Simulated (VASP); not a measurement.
# TeRu (F-43m) in VASP: single point with r2SCAN

Aim: the single point of TeRu with r2SCAN.

All numbers are computed with VASP 6.6.1; they aren't measurements. Logs are shortened: lines on timing, memory, paths and dates and some standing lists are left out, and cuts for length are marked.

### Step 1. The crystal as given

It takes space group F-43m (No. 216, cubic). Conventional cell: a = 6.228 Å, b = 6.228 Å, c = 6.228 Å, α = 90.00°, β = 90.00°, γ = 90.00°. Ru (site symmetry -43m) has 4 Te at 2.70 Å as nearest neighbours. Te (site symmetry -43m) is surrounded by 4 Ru at 2.70 Å.

The cell comes from a database or a generator and needn't be the stable form of this composition.

### Step 2. Single point, r2SCAN, collinear spin, ferromagnetic start

Input file INCAR:

```
PREC     = Accurate       # precision mode
ENCUT    = 520            # plane-wave cutoff, eV
EDIFF    = 1E-6           # SCF threshold, eV
ISMEAR   = 0              # smearing method
SIGMA    = 0.05           # smearing width, eV
LREAL    = F              # projectors in reciprocal space
LASPH    = T              # aspherical terms in the spheres
NELM     = 60             # most SCF steps
ALGO     = Normal         # electronic algorithm
ISIF     = 2              # what is computed and relaxed
LWAVE    = F              # write WAVECAR
LCHARG   = F              # write CHGCAR
ISPIN    = 2              # spin polarisation
MAGMOM   = 1 0            # initial moments
LORBIT   = 11             # projections on sites
NUPDOWN  = 2              # fixed moment
LMAXMIX  = 4              # l up to which the mixer works
METAGGA  = R2SCAN         # meta-GGA
LMIXTAU  = T
```

Input file KPOINTS:

```
Automatic mesh
0
Gamma
  5 5 5
```

Input file POSCAR:

```
TeRu
1.0
    0.0000000000      3.1139297200      3.1139297200
    3.1139297200      0.0000000000      3.1139297200
    3.1139297200      3.1139297200      0.0000000000
Ru Te
1 1
Direct
    0.0000000000      0.0000000000      0.0000000000
    0.2500000000      0.2500000000      0.2500000000
```

Potentials or basis: VASP PAW PBE potentials, release 64 (Ru_pv, Te).

Started as:

```
$ cat potpaw_PBE.64/Ru_pv/POTCAR potpaw_PBE.64/Te/POTCAR > POTCAR
$ mpirun -np 1 vasp_std > vasp.out
```

OUTCAR:

```text
PREC = Accurate
   ENCUT = 520
   EDIFF = 1E-6
   ISMEAR = 0
   LREAL = F
   LASPH = T
   NELM = 60
   ISIF = 2
   ISPIN = 2
   LORBIT = 11
   NUPDOWN = 2
   METAGGA = R2SCAN

 ion  position               nearest neighbor table
   1  0.000  0.000  0.000-   2 2.70   2 2.70   2 2.70   2 2.70
   2  0.250  0.250  0.250-   1 2.70   1 2.70   1 2.70   1 2.70

  LATTYP: Found a face centered cubic cell.
 ALAT       =     6.2278594400

  Lattice vectors:

 A1 = (   0.0000000000,   3.1139297200,   3.1139297200)
 A2 = (   3.1139297200,   0.0000000000,   3.1139297200)
 A3 = (   3.1139297200,   3.1139297200,   0.0000000000)

Analysis of symmetry for initial positions (statically):
=====================================================================
 Subroutine PRICEL returns:
 Original cell was already a primitive cell.

 Routine SETGRP: Setting up the symmetry group for a
 face centered cubic supercell.

 Subroutine GETGRP returns: Found 24 space group operations
 (whereof 24 operations were pure point group operations)
 out of a pool of 48 trial point group operations.

The static configuration has the point symmetry T_d .

Analysis of symmetry for dynamics (positions and initial velocities):
=====================================================================
 Subroutine PRICEL returns:
 Original cell was already a primitive cell.

 Routine SETGRP: Setting up the symmetry group for a
 face centered cubic supercell.

 Subroutine GETGRP returns: Found 24 space group operations
 (whereof 24 operations were pure point group operations)
 out of a pool of 48 trial point group operations.

The dynamic configuration has the point symmetry T_d .

Analysis of structural, dynamic, and magnetic symmetry:
=====================================================================
 Subroutine PRICEL returns:
 Original cell was already a primitive cell.

 Routine SETGRP: Setting up the symmetry group for a
 face centered cubic supercell.

 Subroutine GETGRP returns: Found 24 space group operations
 (whereof 24 operations were pure point group operations)
 out of a pool of 48 trial point group operations.

The overall configuration has the point symmetry T_d .

 Subroutine INISYM returns: Found 24 space group operations
 (whereof 24 operations are pure point group operations),
 and found     1 'primitive' translations

----------------------------------------------------------------------------------------

                                     Primitive cell

  volume of cell :      60.3888

  direct lattice vectors                    reciprocal lattice vectors
     0.000000000  3.113929720  3.113929720    -0.160568813  0.160568813  0.160568813
     3.113929720  0.000000000  3.113929720     0.160568813 -0.160568813  0.160568813
     3.113929720  3.113929720  0.000000000     0.160568813  0.160568813 -0.160568813

  length of vectors
     4.403761642  4.403761642  4.403761642     0.278113343  0.278113343  0.278113343

  position of ions in fractional coordinates (direct lattice)
     0.000000000  0.000000000  0.000000000
     0.250000000  0.250000000  0.250000000

  ion indices of the primitive-cell ions
   primitive index   ion index
                 1           1
                 2           2

----------------------------------------------------------------------------------------

 KPOINTS: Automatic mesh

Automatic generation of k-mesh.
 Grid dimensions read from file:
 generate k-points for:    5    5    5

 Generating k-lattice:

  Cartesian coordinates                     Fractional coordinates (reciprocal lattice)
    -0.032113763  0.032113763  0.032113763     0.200000000  0.000000000  0.000000000
     0.032113763 -0.032113763  0.032113763     0.000000000  0.200000000  0.000000000
     0.032113763  0.032113763 -0.032113763     0.000000000  0.000000000  0.200000000

  Length of vectors
     0.055622669  0.055622669  0.055622669

  Shift w.r.t. Gamma in fractional coordinates (k-lattice)
     0.000000000  0.000000000  0.000000000

 Subroutine IBZKPT returns following result:
 ===========================================

 Found     10 irreducible k-points:

 Following reciprocal coordinates:
            Coordinates               Weight
  0.000000  0.000000  0.000000      1.000000
  0.200000  0.000000  0.000000      8.000000
  0.400000  0.000000  0.000000      8.000000
  0.200000  0.200000  0.000000      6.000000
  0.400000  0.200000  0.000000     24.000000
 -0.400000  0.200000  0.000000     24.000000
 -0.200000  0.200000  0.000000     12.000000
  0.400000  0.400000  0.000000      6.000000
 -0.400000  0.400000  0.000000     12.000000
 -0.400000  0.400000  0.200000     24.000000
   k-points           NKPTS =     10   k-points in BZ     NKDIM =     10   number of bands    NBANDS=     15
   number of dos      NEDOS =    301   number of ions     NIONS =      2
   total plane-waves  NPLWV =  46656
   dimension x,y,z NGX =    36 NGY =   36 NGZ =   36
   dimension x,y,z NGXF=    72 NGYF=   72 NGZF=   72
   ions per type =               1   1
   NGX,Y,Z   is equivalent  to a cutoff of  13.59, 13.59, 13.59 a.u.
   NGXF,Y,Z  is equivalent  to a cutoff of  27.18, 27.18, 27.18 a.u.
 SYSTEM =  unknown system
   PREC   = accura    normal or accurate (medium, high low for compatibility)
   ISTART =      0    job   : 0-new  1-cont  2-samecut
   ICHARG =      2    charge: 1-file 2-atom 10-const
   ISPIN  =      2    spin polarized calculation?
   LNONCOLLINEAR =      F non collinear calculations
   LSORBIT =      F    spin-orbit coupling
   LASPH  =      T    aspherical Exc in radial PAW
   ENCUT  =  520.0 eV  38.22 Ry    6.18 a.u.   8.19  8.19  8.19*2*pi/ulx,y,z
   NELM   =     60;   NELMIN=  2; NELMDL= -5     # of ELM steps
   EDIFF  = 0.1E-05   stopping-criterion for ELM
   LREAL  =      F    real-space projection
   EDIFFG = 0.1E-04   stopping-criterion for IOM
   NSW    =      0    number of steps for IOM
   IBRION =     -1    ionic relax: 0-MD 1-quasi-New 2-CG
   NFREE  =      0    steps in history (QN), initial steepest desc. (CG)
   ISIF   =      2    stress and relaxation
   ISYM   =      2    0-nonsym 1-usesym 2-fastsym
   POTIM  = 0.5000    time-step for ionic-motion
   TEBEG  =    0.0;   TEEND  =   0.0 temperature during run
   PSTRESS=    0.0 pullay stress
   NELECT =      20.0000    total number of electrons
   NUPDOWN=       2.0000    fix difference up-down
   EMIN   =  10.00;   EMAX   =-10.00  energy-range for DOS
   EFERMI =   0.00;   METHOD = LEGACY
   ISMEAR =     0;   SIGMA  =   0.05  broadening in eV -4-tet -1-fermi 0-gaus
   EFERMI_NEDOS =   21; number of points for ismear=-14 and -15
   IALGO  =     38    algorithm
   IMIX   =      4    mixing-type and parameters
     AMIX     =   0.40;   BMIX     =  1.00
     AMIX_MAG =   1.60;   BMIX_MAG =  1.00
  volume/ion in A,a.u.               =      30.19       203.76
  Fermi-wavevector in a.u.,A,eV,Ry     =   1.132659  2.140416 17.455152  1.282917
  Thomas-Fermi vector in A             =   2.269361
   LORBIT       =     11    0 simple, 1 ext, 2 COOP (PROOUT), +10 PAW based schemes
   METAGGA = R2SCAN    functional components
   LHFCALC =     F    Hartree Fock is set to
   AEXX    =    0.0000 exact exchange contribution
   IVDW    =     0    specifies the selected vdW correction
   LEPSILON=     F    determine dielectric tensor
   LRPA    =     F    only Hartree local field effects (RPA)
 spin polarized calculation
 Gauss-broadening in eV      SIGMA  =   0.05
  energy-cutoff  :      520.00
  volume of cell :       60.39
 maximum number of plane-waves:      1642
 NGX is ok and might be reduce to    36
   NGX = 17   NGY = 17   NGZ = 17

 number of electron      20.0000002 magnetization       1.9999767

 Free energy of the ion-electron system (eV)
  ---------------------------------------------------
  ext. energy  EPLUGINS =         0.00000000
  ---------------------------------------------------
  free energy    TOTEN  =       -49.56473179 eV

  energy without entropy =      -49.56204161  energy(sigma->0) =      -49.56338670

 E-fermi :   4.5620     XC(G=0):  -9.8246

 val. band max:        5.3189238536   @ k =   0.4000   0.2000   0.0000
 cond. band min:       4.7710368455   @ k =  -0.4000   0.4000   0.0000
 fundamental gap:     -0.5478870082
 Fermi energy:         5.3448913958

 spin component 1

 k-point     1 :       0.0000    0.0000    0.0000
  band No.  band energies     occupation
      1     -39.3451      1.00000
      2     -39.3451      1.00000
      3     -39.3451      1.00000
      4      -7.3722      1.00000
      5       0.7680      1.00000
      6       0.7680      1.00000
      7       0.7680      1.00000
      8       3.2083      1.00000
      9       3.2083      1.00000
     10       7.3628      0.00000
     11       7.3628      0.00000
     12       7.3628      0.00000
     13       7.4545      0.00000
     14      11.1476      0.00000
     15      11.1476      0.00000
[... 145 lines left out ...]
 k-point    10 :      -0.4000    0.4000    0.2000
  band No.  band energies     occupation
      1     -39.3501      1.00000
      2     -39.3477      1.00000
      3     -39.3469      1.00000
      4      -6.5593      1.00000
      5       0.4946      1.00000
      6       0.9893      1.00000
      7       1.5164      1.00000
      8       2.8802      1.00000
      9       3.0361      1.00000
     10       3.7644      1.00000
     11       3.9046      1.00000
     12       5.1176      1.00000
     13      10.7261      0.00000
     14      11.3018      0.00000
     15      11.6697      0.00000
 Fermi energy:         4.5620152105

 spin component 2

 k-point     1 :       0.0000    0.0000    0.0000
  band No.  band energies     occupation
      1     -37.6582      1.00000
      2     -37.6582      1.00000
      3     -37.6582      1.00000
      4      -7.2869      1.00000
      5       1.7015      1.00000
      6       1.7016      1.00000
      7       1.7016      1.00000
      8       4.0823      1.00000
      9       4.0824      1.00000
     10       8.0684      0.00000
     11       8.6343      0.00000
     12       8.6343      0.00000
     13       8.6344      0.00000
     14      11.5404      0.00000
     15      11.5404      0.00000
[... 145 lines left out ...]
 k-point    10 :      -0.4000    0.4000    0.2000
  band No.  band energies     occupation
      1     -37.6641      1.00000
      2     -37.6611      1.00000
      3     -37.6602      1.00000
      4      -6.4863      1.00000
      5       0.8312      1.00000
      6       1.4089      1.00000
      7       2.1015      1.00000
      8       4.2209      1.00000
      9       4.3482      1.00000
     10       4.8726      0.00000
     11       5.7719      0.00000
     12       6.3341      0.00000
     13      11.3318      0.00000
     14      11.8808      0.00000
     15      12.0978      0.00000

------------------------ aborting loop because EDIFF is reached ----------------------------------------

  FORCE on cell =-STRESS in cart. coord.  units (eV):
  Direction    XX          YY          ZZ          XY          YZ          ZX
  --------------------------------------------------------------------------------------
  -------------------------------------------------------------------------------------
  Total       -2.4893670     -2.4893670     -2.4893670     -0.0000000      0.0000000      0.0000000
  in kB      -66.0454798    -66.0454798    -66.0454798     -0.0000000      0.0000000      0.0000000
  external PRESSURE =     -66.0454798 kB  Pullay stress =       0.0000000 kB

 VOLUME and BASIS-vectors are now :
 -----------------------------------------------------------------------------
  energy-cutoff  :      520.00
  volume of cell :       60.39
      direct lattice vectors                 reciprocal lattice vectors
     0.000000000  3.113929720  3.113929720    -0.160568813  0.160568813  0.160568813
     3.113929720  0.000000000  3.113929720     0.160568813 -0.160568813  0.160568813
     3.113929720  3.113929720  0.000000000     0.160568813  0.160568813 -0.160568813

 POSITION                                       TOTAL-FORCE (eV/Angst)
 -----------------------------------------------------------------------------------
      0.00000      0.00000      0.00000         0.000000      0.000000     -0.000000
      1.55696      1.55696      1.55696        -0.000000      0.000000      0.000000
 -----------------------------------------------------------------------------------
    total drift:                               -0.000000     -0.000000      0.000000

  FREE ENERGIE OF THE ION-ELECTRON SYSTEM (eV)
  ---------------------------------------------------
  free  energy   TOTEN  =       -49.5647317908 eV

  energy  without entropy=      -49.5620416101  energy(sigma->0) =      -49.56338670

 total charge

# of ion       s       p       d       tot
------------------------------------------
    1        0.263   6.129   6.043  12.434
    2        1.348   1.978   0.078   3.404
--------------------------------------------------
tot          1.611   8.107   6.121  15.838

 magnetization (x)

# of ion       s       p       d       tot
------------------------------------------
    1        0.030   0.035   1.567   1.633
    2        0.015  -0.006   0.009   0.019
--------------------------------------------------
tot          0.045   0.030   1.576   1.651
```

Wall time 58 s (1 thread of Intel Xeon 6975P-C (Granite Rapids), shared host); peak memory 0.27 GiB.

What came out:

```yaml
Free_energy: -49.5647 eV
Pressure: -6.6 GPa
Net_moment: 2.00 μB per cell
Site_moments: Ru +1.63; Te +0.02 μB
Valence_electrons_inside_the_program's_atomic_spheres: Ru 12.43; Te 3.40
```

Caveat: the PAW data sets were made with another functional, which shifts forces and pressure a little; the total moment is fixed, so each spin has its own Fermi level. The run has no spin-orbit coupling, so splittings on Te are missing.
